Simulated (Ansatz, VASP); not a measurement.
# CuAu (Tetraauricupride) in two plane-wave programs

Wanted: the spread between two codes on one cell, functional and k mesh. The cell is taken from a series of VASP runs on this material, whose earlier steps may have relaxed, scaled or displaced it; both programs get it as it stands. Valence electrons are named where the data sets of a main pair hold unlike numbers.

Program: Ansatz 0.2.0. Level of theory: plane waves, with VASP 6.6.1 beside it; single point at PBEsol and electric field gradients at PBEsol. Results are calculated unless marked as measured.

### 1. Starting point

The structure is tetragonal, space group P4/mmm (No. 123). The conventional cell has a = 2.794 Å, b = 2.794 Å, c = 3.631 Å, α = 90.00°, β = 90.00°, γ = 90.00°. Nearest to Cu lie 8 Au at 2.68 Å and 4 Cu at 2.79 Å. Au has 8 Cu at 2.68 Å and 4 Au at 2.79 Å nearest. Farther neighbours are not listed.

### 2. VASP: single point, PBEsol

With cell and atoms fixed, the geometry can't cause a difference; cores, projectors, grids and the points listed under the comparison can.

Lines of VASP's logs that name or quote its potential files are left out, and so is its time.

Input file INCAR:

```
SYSTEM = CuAu
PREC = Accurate
ENCUT = 400
EDIFF = 1E-06
NELM = 100
ISMEAR = -5
SIGMA = 0.2
LREAL = .FALSE.
ALGO = Normal
GGA = PS
NBANDS = 23
LASPH = .TRUE.
LORBIT = 11
LWAVE = .FALSE.
LCHARG = .FALSE.
KPAR = 2
NEDOS = 2001
```

Input file POSCAR:

```
CuAu
1.0
    2.7939584783      0.0000000000      0.0000000000
    0.0000000000      2.7939584783      0.0000000000
    0.0000000000      0.0000000000      3.6311637682
Cu Au
1 1
Direct
    0.5000000000      0.5000000000      0.5000000000
    0.0000000000      0.0000000000      0.0000000000
```

Input file KPOINTS:

```
Automatic mesh
0
Gamma
14 14 11
0 0 0
```

PAW data sets: Cu and Au (PBE family, release 64).

On the command line:

```bash
$ mpirun -np 2 vasp_std
```

Numbers of over 12 decimals in the logs are rounded to 6 here.

Log:

```text
[banner, memory and clock lines left out]
running    2 mpi-ranks, on    1 nodes
 distrk:  each k-point on    1 cores,    2 groups
 distr:  one band on    1 cores,    1 groups

 POSCAR found type information on POSCAR CuAu
 POSCAR found :  2 types and       2 ions
|                                                                             |
|               ----> ADVICE to this user running VASP <----                  |
|                                                                             |
|     You enforced a specific xc type in the INCAR file but a different       |
|     [... a line on the potential file left out ...]
|     I HOPE YOU KNOW WHAT YOU ARE DOING!                                     |
|                                                                             |

 LDA part: xc-table for (Slater+PW92), standard interpolation
 POSCAR, INCAR and KPOINTS ok, starting setup
 FFT: planning ... GRIDC
 FFT: planning ... GRID_SOFT
 FFT: planning ... GRID
 WAVECAR not read
 entering main loop
       N       E                     dE             d eps       ncg     rms          rms(c)
DAV:   1     0.107929606015E+03    0.10793E+03   -0.88716E+03 11487   0.111E+03
DAV:   2    -0.454896712956E+01   -0.11248E+03   -0.10436E+03 10818   0.233E+02
DAV:   3    -0.950320483325E+01   -0.49542E+01   -0.49008E+01 11931   0.510E+01
DAV:   4    -0.957710024358E+01   -0.73895E-01   -0.73900E-01 11636   0.530E+00
DAV:   5    -0.957940572586E+01   -0.23055E-02   -0.23057E-02 13786   0.101E+00    0.128E+01
DAV:   6    -0.891315177107E+01    0.66625E+00   -0.66156E+00 11961   0.618E+01    0.579E+00
DAV:   7    -0.845143759946E+01    0.46171E+00   -0.26103E+00 13134   0.649E+01    0.627E+00
DAV:   8    -0.836878078152E+01    0.82657E-01   -0.21414E-01 15288   0.977E+00    0.286E+00
DAV:   9    -0.836078439427E+01    0.79964E-02   -0.91268E-03 14807   0.101E+00    0.285E-01
DAV:  10    -0.835954371016E+01    0.12407E-02   -0.38784E-03 12444   0.157E+00    0.603E-02
DAV:  11    -0.835960141590E+01   -0.57706E-04   -0.24229E-04 15723   0.308E-01    0.155E-02
DAV:  12    -0.835961196845E+01   -0.10553E-04   -0.11646E-05 16064   0.714E-02    0.897E-03
DAV:  13    -0.835961499538E+01   -0.30269E-05   -0.10272E-06  7096   0.101E-02    0.378E-03
DAV:  14    -0.835961146899E+01    0.35264E-05   -0.17765E-07  6151   0.735E-03    0.400E-04
DAV:  15    -0.835961112309E+01    0.34589E-06   -0.71069E-08  5696   0.231E-03
   1 F= -.83596111E+01 E0= -.83596111E+01  d E =0.000000E+00
|                                                                             |
|           W    W    AA    RRRRR   N    N  II  N    N   GGGG   !!!           |
|           W    W   A  A   R    R  NN   N  II  NN   N  G    G  !!!           |
|           W    W  A    A  R    R  N N  N  II  N N  N  G       !!!           |
|           W WW W  AAAAAA  RRRRR   N  N N  II  N  N N  G  GGG   !            |
|           WW  WW  A    A  R   R   N   NN  II  N   NN  G    G                |
|           W    W  A    A  R    R  N    N  II  N    N   GGGG   !!!           |
|                                                                             |
|     Tetrahedron method does not include variations of the Fermi             |
|     occupations, so forces and stress will be inaccurate. We suggest        |
|     using a different smearing scheme ISMEAR = 1 or 2 for metals in         |
|     relaxations.                                                            |
|                                                                             |
```

From OUTCAR (step 2):

```text
ion  position               nearest neighbor table
   1  0.500  0.500  0.500-   2 2.68   2 2.68   2 2.68   2 2.68   2 2.68   2 2.68   2 2.68   2 2.68

  LATTYP: Found a simple tetragonal cell.
 ALAT       =     2.7939584783
 C/A-ratio  =     1.2996484366

 Subroutine GETGRP returns: Found 16 space group operations
 (whereof 16 operations were pure point group operations)

The static configuration has the point symmetry D_4h.

 Found    216 irreducible k-points:

   k-points           NKPTS =    216   k-points in BZ     NKDIM =    216   number of bands    NBANDS=     23

   dimension x,y,z NGX =    18 NGY =   18 NGZ =   24
   dimension x,y,z NGXF=    36 NGYF=   36 NGZF=   48

   ENCUT  =  400.0 eV  29.40 Ry    5.42 a.u.   4.56  4.56  5.92*2*pi/ulx,y,z

   NELECT =      22.0000    total number of electrons

 k-points in reciprocal lattice and weights: Automatic mesh
   0.00000000  0.00000000  0.00000000       0.000
   0.07142857  0.00000000  0.00000000       0.002
   0.14285714  0.00000000  0.00000000       0.002
   0.21428571  0.00000000  0.00000000       0.002
   0.28571429  0.00000000  0.00000000       0.002
   0.35714286  0.00000000  0.00000000       0.002
   0.42857143  0.00000000  0.00000000       0.002
   0.50000000  0.00000000  0.00000000       0.001
   0.07142857  0.07142857  0.00000000       0.002
[...]
0.50000000  0.42857143  0.45454545       0.004
   0.50000000  0.50000000  0.45454545       0.001

 average (electrostatic) potential at core
       1 -61.8256       2 -64.9060

 E-fermi :   9.0083

 k-point     1 :       0.0000    0.0000    0.0000
  band No.  band energies     occupation
    ...
      7       6.0657      2.00000
      8       6.7902      2.00000
      9       7.2419      2.00000
     10       7.4739      2.00000
     11       7.4739      2.00000
     12      11.0863      0.00000
     13      17.3558      0.00000
     14      18.9167      0.00000
     15      18.9167      0.00000
     16      25.8189      0.00000
    ...

 k-point     2 :       0.0714    0.0000    0.0000
  band No.  band energies     occupation
    ...
      7       6.0856      2.00000
      8       6.7835      2.00000
      9       7.1864      2.00000
     10       7.2770      2.00000
     11       7.4474      2.00000
     12      11.4465      0.00000
     13      17.1267      0.00000
     14      18.3561      0.00000
     15      19.1281      0.00000
     16      25.6856      0.00000
    ...

 k-point     3 :       0.1429    0.0000    0.0000
  band No.  band energies     occupation
    ...
      7       6.1303      2.00000
      8       6.7762      2.00000
      9       6.8715      2.00000
     10       7.0444      2.00000
     11       7.3695      2.00000
     12      12.3383      0.00000
     13      15.9328      0.00000
     14      17.8748      0.00000
     15      19.7340      0.00000
     16      25.1337      0.00000
    ...

  Total        0.0029340      0.0029340      0.0161704      0.0000000      0.0000000      0.0000000
  in kB        0.1658377      0.1658377      0.9140012      0.0000000      0.0000000      0.0000000
  external PRESSURE =       0.4152256 kB  Pullay stress =       0.0000000 kB

  energy-cutoff  :      400.00
  volume of cell :       28.35
      direct lattice vectors                 reciprocal lattice vectors
     2.793958478  0.000000000  0.000000000     0.357915126  0.000000000  0.000000000
     0.000000000  2.793958478  0.000000000     0.000000000  0.357915126  0.000000000
     0.000000000  0.000000000  3.631163768     0.000000000  0.000000000  0.275393803

 POSITION                                       TOTAL-FORCE (eV/Angst)
 -----------------------------------------------------------------------------------
      1.39698      1.39698      1.81558         0.000000      0.000000      0.000000
      0.00000      0.00000      0.00000         0.000000      0.000000      0.000000
 -----------------------------------------------------------------------------------
    total drift:                                0.000000     -0.000000     -0.000000

  FREE ENERGIE OF THE ION-ELECTRON SYSTEM (eV)
  ---------------------------------------------------
  free  energy   TOTEN  =        -8.3596111231 eV

  energy  without entropy=       -8.3596111231  energy(sigma->0) =       -8.35961112

 total charge
# of ion       s       p       d       tot
------------------------------------------
    1        0.391   0.338   9.219   9.948
    2        0.613   0.449   8.687   9.749
--------------------------------------------------
tot          1.003   0.787  17.906  19.696

[... 3 further parts left out ...]
```

With tetrahedra the forces and stress of a metal are not exact derivatives of the energy.

### 3. Ansatz: single point, PBEsol

Ansatz runs on its default PAW (the set named soft_2) files.

The same cell, functional, mesh and smearing now go to Ansatz, which takes its cutoff from its data sets.

Input file input.yaml:

```yaml
crystal:
  lattice:
    - [2.7939584783, 0.0, 0.0]
    - [0.0, 2.7939584783, 0.0]
    - [0.0, 0.0, 3.6311637682]
  atoms:
    - { symbol: Cu, position: [0.5, 0.5, 0.5] }
    - { symbol: Au, position: [0.0, 0.0, 0.0] }
hamiltonian:
  xc: pbesol
  pseudopotentials: { kind: paw }
kpoints:
  mp_grid: { grid: [14, 14, 11] }
scf:
  occupations: { method: tetrahedron }
output:
  forces: true
  stress: true
```

On the command line:

```bash
$ ansatz run input.yaml --threads 2 --pin off --max-ram 4608MiB --backend cpu --events-out ev --progress --plain --runs-dir out
```

Log:

```text
Warning: output.forces, output.stress, relax.cell or npt_langevin: where a Kohn–Sham band that disperses or a degenerate level is filled in part under the method tetrahedron, the forces or the stress that this run publishes need not agree with its energy (scf.occupations.method in the input reference, under Limitations); prefer a smearing scheme for the forces or the stress
Engine: ansatz 0.2.0, aarch64-unknown-linux-gnu
Pseudopotentials: kind: paw
Pseudopotential: Cu, paw, valence charge 19, recommended cutoff 420 eV (normal), Cu.paw.azcp
Pseudopotential: Au, paw, valence charge 19, recommended cutoff 420 eV (normal), Au.paw.azcp
Functional definition: PBEsol
  exchange = pbesol_x
  correlation = pbesol_c
Crystal: 2 atoms, lattice volume = 28.346 Å³
Basis set: ecut = 420 eV, 545 PW (Γ), exchange–correlation on 40×40×50 points (8 copies of the dense FFT grid, shifted against one another)
Bands: 23, of which v1, the nominal top of the filled ones, is band 19 counted from 1 (18 counted from 0)
Symmetry: 16 space group operations
Space group: P4/mmm (ITA 123), of the structure as read, at distance tolerance 3.0e-5 Å
k-points: 216 of 2156
Non-local potential: Cu, projectors of the file, l = 0: 3, l = 1: 2, l = 2: 3, l = 3: 1
Non-local potential: Au, projectors of the file, l = 0: 3, l = 1: 2, l = 2: 2, l = 3: 1
PAW form: soft (Blöchl's): semilocal exchange-correlation on the pseudo side does not see the compensation charge
PAW frozen core: Cu, regenerated for the run's functional, and the local potential with it (the file was generated under x = pbe(κ = 0.804, μ = 0.219515), c = pbe(β = 0.066725))
PAW frozen core: Au, regenerated for the run's functional, and the local potential with it (the file was generated under x = pbe(κ = 0.804, μ = 0.219515), c = pbe(β = 0.066725))
PAW one-centre angular grid: Cu, 590 points (default); XC on 64 Gauss nodes
PAW one-centre angular grid: Au, 590 points (default); XC on 64 Gauss nodes
Initial density: superposition of atomic densities (neutral atoms: chi_scale 0, normalization atom), corrected by the library's trained network
Initial wavefunctions: pseudopotential atomic-orbital guess
Functional: x = pbesol(κ = 0.804, μ = 0.123457), c = pbesol(β = 0.046)
SCF iter   1: F=—  HF=-19595.994667 eV  |F-HF|=—  |Δ(HF+E_count)|=         —  Δρ=1.58e-2  dr2=4.17e-2  ethr=1.77e-3  ⟨swp⟩=5.0  Hψ=19479  notcnv=0
preconditioner: auto → Kerker (q_TF=auto, 2.865 Å⁻¹)  [metal: no gap  n_scr=14 (ndim 8)  ℏωp=32.7 eV  f_vac=0.000]
SCF iter   2: F=—  HF=-19595.991286 eV  |F-HF|=—  |Δ(HF+E_count)|=   3.38e-3  Δρ=1.22e-2  dr2=2.75e-2  ethr=1.10e-4  ⟨swp⟩=2.0  Hψ=11169  notcnv=0  defer=7
SCF iter   3: F=—  HF=-19595.985771 eV  |F-HF|=—  |Δ(HF+E_count)|=   5.52e-3  Δρ=3.00e-3  dr2=1.85e-3  ethr=7.23e-5  ⟨swp⟩=2.0  Hψ=7070  notcnv=0  defer=7
SCF iter   4: F=—  HF=-19595.985395 eV  |F-HF|=—  |Δ(HF+E_count)|=   3.76e-4  Δρ=6.06e-4  dr2=6.86e-5  ethr=4.88e-6  ⟨swp⟩=2.0  Hψ=7957  notcnv=0  defer=7
SCF iter   5: F=—  HF=-19595.985365 eV  |F-HF|=—  |Δ(HF+E_count)|=   3.02e-5  Δρ=5.10e-4  dr2=4.23e-5  ethr=1.81e-7  ⟨swp⟩=2.0  Hψ=9708  notcnv=0  defer=7
SCF iter   6: F=—  HF=-19595.985397 eV  |F-HF|=—  |Δ(HF+E_count)|=   3.23e-5  Δρ=8.07e-5  dr2=1.02e-6  ethr=1.11e-7  ⟨swp⟩=2.0  Hψ=5830  notcnv=0  defer=7
SCF iter   7: F=—  HF=-19595.985403 eV  |F-HF|=—  |Δ(HF+E_count)|=   5.76e-6  Δρ=2.52e-5  dr2=2.32e-7  ethr=2.69e-9  ⟨swp⟩=2.2  Hψ=9702  notcnv=0  defer=7
SCF iter   8: F=-19595.985400 eV  HF=-19595.985400 eV  |F-HF|=1.20e-8  |Δ(HF+E_count)|=   2.17e-6  Δρ=6.37e-6  dr2=1.91e-8  ethr=2.63e-10  ⟨swp⟩=4.1  Hψ=16647  notcnv=0
SCF 1 converged in 8 iterations: F = -19595.985400 eV  dr2 = 1.91e-8
  greatest PAW one-centre occupation: 1.001 electrons in one spin orbital (limit 2), on the Au atom at site 1 (counted from 0), in its partial waves of l = 0
SCF converged after 8 iterations
Stability not checked: this state was not tested for a lower state beside it, because cold or Methfessel-Paxton smearing, or corrected tetrahedra, fill the levels in a way that the test cannot read (fill_not_monotonic; see scf.lower_state_search)
Free energy (F): -19595.985400 eV
Harris-Foulkes:  -19595.985400 eV  (|F-HF|=1.20e-8)
Internal energy: -19595.985386 eV  (E = F + TS)
E sigma→0 (E₀):  -19595.985400 eV
Entropy (-TS):   -0.000014 eV (-0.007 meV/atom)
Fermi energy:    19.539558 eV
--- Per-component energies (eV) ---
  E_band       = -540.846214
  E_kinetic    = 905.113211
  E_local      = -5809.986841  (includes V_loc(G=0)·N_el)
  E_nonlocal   = 472.858623
  E_hartree    = 2550.671963
  E_xc         = -315.834797
  E_vxc        = -390.314920  (∫ρ·V_xc dr)
  E_paw        = -11195.580255  (= ΣΔE_a)
  E_vpaw       = -819.865732  (= ΣTr[D̂ρ^β])
  E_aug_tail   = 0.001579  (compensation charges beyond the density's cutoff)
  E_ewald      = -6203.744549
  E_core_change = 0.515681  (= ΣΔE_core)
  E_smearing   = -0.000014  (= −TS)
  E_closure    = 0.000000  (closes the sum)
  Σ components = -19595.985400   (vs F -19595.985400, Δ=0.00e0)
--- Forces (eV/Å), atoms counted from 1 ---
  atom   1  Cu     0.00000000    -0.00000000    -0.00000000
  atom   2  Au    -0.00000000     0.00000000     0.00000000
  max |Σ_I F_I| component: 2.26e-28 eV/Å
--- Stress (GPa, compression-positive) ---
        0.331931      -0.000000      -0.000000
       -0.000000       0.331931      -0.000000
       -0.000000      -0.000000       0.292923
  P = ⅓ Tr σ = 0.3189 GPa (3.189 kbar)
--- Band table (eV; the first three rows and the last of 216) ---
  k-point 0: bands = [... 15 lower, 17.3326, 17.7907, 18.0227, 18.0227, 21.5893, 27.8763, 29.4182, 29.4182]
  k-point 1: bands = [... 15 lower, 17.3031, 17.7703, 17.9525, 17.9525, 20.9444, 28.6775, 29.6248, 29.6248]
  k-point 2: bands = [... 15 lower, 17.2146, 17.7125, 17.7638, 17.7638, 19.5887, 30.2210, 30.2210, 30.4968]
  k-point 215: bands = [... 15 lower, 17.3200, 17.8174, 17.8352, 24.7654, 24.7654, 24.8509, 25.6317, 26.6119]
```

The job ended after 6.6 s (2 threads of Arm Neoverse N1, shared host; peak memory 0.39 GiB; 13 s of CPU time).

The run ends at a pressure of 0.32 GPa.

### 4. Comparison

Known differences besides the potentials themselves: the data sets hold 38 valence electrons in Ansatz (on its default PAW (the set named soft_2) files) and 22 in VASP; the cutoff is 420 eV in Ansatz and 400 eV in VASP; Ansatz makes its cores anew for this functional, VASP keeps those of its PBE data sets. Total energies have different zeros and are not compared.

Compared:

| quantity | Ansatz | VASP | difference |
| --- | --- | --- | --- |
| pressure (GPa) | 0.32 | 0.04 | +0.28 |
| pressure without Ansatz's Pulay correction (GPa) | 0.24 | 0.04 | +0.20 |

Ansatz's pressure holds a Pulay correction of 0.08 GPa; VASP's holds none.

(Continued in part 2 of 2.)

[Lines on the potential files, build, host, timing and source positions are cut from VASP's logs without a mark.]

[Logs are printed without paths, hosts, clocks, repeated set-up lines and the standing remarks that a program may print on its own settings, such as how far it seeks lower states.]

[Hosts, paths, dates, database ids (printed as entryN), source tags and the programs' standing remarks are cut or masked in the printed files.]
